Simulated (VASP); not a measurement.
Input:

```yaml
crystal:
  lattice:
    - [5.61255, 0.00000, 0.00000]
    - [-2.80627, 4.86061, 0.00000]
    - [0.00000, 0.00000, 9.12161]
  atoms:
    - { symbol: Tl, position: [0.33333, 0.66667, 0.00012] }
    - { symbol: Tl, position: [0.66667, 0.33333, 0.50012] }
    - { symbol: I, position: [0.33333, 0.66667, 0.37488] }
    - { symbol: I, position: [0.66667, 0.33333, 0.87488] }
```

Method: PBE GGA, VASP's PBE PAW potentials (set 64) (plane waves; VASP 6.6.1). Settings: 400 eV cut-off, Gaussian smearing of 0.050 eV, potentials Tl_d I.

Unless said otherwise, spin-orbit coupling is left out, though it shifts the bands of the heavy elements here.

Give the energies of bands 13 to 23 at the high-symmetry points, in eV from the valence-band maximum.

```json
[
 {"band": "13", "Γ": "-4.58", "M": "-4.71", "K": "-4.65", "A": "-4.27", "L": "-4.64", "H": "-4.67"},
 {"band": "14", "Γ": "-3.91", "M": "-4.54", "K": "-4.65", "A": "-4.27", "L": "-4.64", "H": "-4.67"},
 {"band": "15", "Γ": "-1.21", "M": "-1.74", "K": "-1.78", "A": "-1.11", "L": "-1.39", "H": "-1.62"},
 {"band": "16", "Γ": "-1.21", "M": "-1.49", "K": "-1.50", "A": "-1.11", "L": "-1.39", "H": "-1.62"},
 {"band": "17", "Γ": "-1.02", "M": "-1.34", "K": "-1.50", "A": "-1.11", "L": "-1.35", "H": "-1.31"},
 {"band": "18", "Γ": "-1.00", "M": "-1.20", "K": "-1.43", "A": "-1.11", "L": "-1.35", "H": "-1.31"},
 {"band": "19", "Γ": "-1.00", "M": "-0.45", "K": "-0.04", "A": "-0.82", "L": "-0.42", "H": "-0.23"},
 {"band": "20", "Γ": "-0.83", "M": "-0.14", "K": "-0.04", "A": "-0.82", "L": "-0.42", "H": "-0.23"},
 {"band": "21", "Γ": "3.64", "M": "3.29", "K": "3.52", "A": "3.47", "L": "3.10", "H": "3.48"},
 {"band": "22", "Γ": "3.64", "M": "3.33", "K": "3.83", "A": "3.47", "L": "3.10", "H": "3.48"},
 {"band": "23", "Γ": "3.77", "M": "4.07", "K": "3.83", "A": "3.88", "L": "4.55", "H": "4.08"}
]
```

The gap is indirect, 3.10 eV, from the valence maximum at K-Γ at 0.22 to the conduction minimum at L-M at 0.11.

The structure was generated: TlI was put into the wurtzite type (P6_3mc), which need not be its known phase. It was relaxed first, which changed the volume by +76 %.
